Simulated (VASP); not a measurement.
Method: PBE GGA, VASP's PBE PAW potentials (set 64) (plane waves; VASP).

A VASP calculation is set up with these files.

INCAR:
```
# general
SYSTEM = BN
PREC   = Normal
ENCUT  = 400
LREAL  = .FALSE.   # projection in real space or not
LASPH  = .TRUE.

# electronic loop
EDIFF  = 1E-5
NELM   = 100
NELMIN = 4
ALGO   = Fast

# smearing
ISMEAR = 0   # Gaussian
SIGMA  = 0.05   # width (eV)

# functional
GGA    = PE

# ions
IBRION = 2   # conjugate gradients
NSW    = 20
ISIF   = 2   # forces and stress, cell fixed
EDIFFG = -0.03

# output
LWAVE  = .TRUE.
LCHARG = .FALSE.
```

### POSCAR
```
BN
1
    0.0000000000     1.8122212065     1.8122212065
    1.8122212065     0.0000000000     1.8122212065
    1.8122212065     1.8122212065     0.0000000000
B N
1 1
Direct
  0.0000000000   0.0000000000   0.0000000000
  0.2500000000   0.2500000000   0.2500000000
```

File KPOINTS:
```
Automatic
0
gamma
  16 16 16
```

POTCAR, in this order: B N (PBE.64 set). Program: vasp_std.

The run wrote:

### OSZICAR
```
       N       E                     dE             d eps       ncg     rms          rms(c)
DAV:   1     0.634264120739E+00    0.63426E+00   -0.45486E+03  2536   0.806E+02
DAV:   2    -0.183003407357E+02   -0.18935E+02   -0.18428E+02  3264   0.128E+02
DAV:   3    -0.183913643900E+02   -0.91024E-01   -0.91024E-01  2816   0.117E+01
DAV:   4    -0.183914191019E+02   -0.54712E-04   -0.54712E-04  3016   0.258E-01
DAV:   5    -0.183914191255E+02   -0.23614E-07   -0.23614E-07  2536   0.400E-03    0.665E+00
RMM:   6    -0.175288438629E+02    0.86258E+00   -0.10750E+00  2320   0.903E+00    0.330E+00
RMM:   7    -0.174624116957E+02    0.66432E-01   -0.15439E-01  2320   0.391E+00    0.193E+00
RMM:   8    -0.174496932010E+02    0.12718E-01   -0.23374E-02  2320   0.150E+00    0.241E-01
RMM:   9    -0.174488265491E+02    0.86665E-03   -0.54898E-03  2320   0.715E-01    0.143E-01
RMM:  10    -0.174486086922E+02    0.21786E-03   -0.34111E-04  2320   0.205E-01    0.352E-02
RMM:  11    -0.174486049312E+02    0.37609E-05   -0.13114E-04  2309   0.106E-01    0.205E-02
RMM:  12    -0.174485965548E+02    0.83764E-05   -0.10323E-05  1716   0.345E-02
   1 F= -.17448597E+02 E0= -.17448597E+02  d E =-.174486E+02
```

OUTCAR:
```
------------------------ aborting loop because EDIFF is reached ----------------------------------------
  FORCE on cell =-STRESS in cart. coord.  units (eV):
  Direction    XX          YY          ZZ          XY          YZ          ZX
  --------------------------------------------------------------------------------------
  Total       -0.4344980     -0.4344980     -0.4344980     -0.0000000     -0.0000000     -0.0000000
  in kB      -58.4836907    -58.4836907    -58.4836907     -0.0000000     -0.0000000     -0.0000000
  external PRESSURE =     -58.4836907 kB  Pullay stress =       0.0000000 kB
  volume of cell :       11.90
      direct lattice vectors                 reciprocal lattice vectors
     0.000000000  1.812221207  1.812221207    -0.275904508  0.275904508  0.275904508
     1.812221207  0.000000000  1.812221207     0.275904508 -0.275904508  0.275904508
     1.812221207  1.812221207  0.000000000     0.275904508  0.275904508 -0.275904508
  FREE ENERGIE OF THE ION-ELECTRON SYSTEM (eV)
  ---------------------------------------------------
  free  energy   TOTEN  =       -17.4485965548 eV

  energy  without entropy=      -17.4485965548  energy(sigma->0) =      -17.44859655

 reached required accuracy - stopping structural energy minimisation
```
(Selected blocks of OUTCAR.)

At this cut-off the stress carries a Pulay error, which pulls relaxed volumes low.

The compound is BN in the zinc blende structure. It was relaxed first.
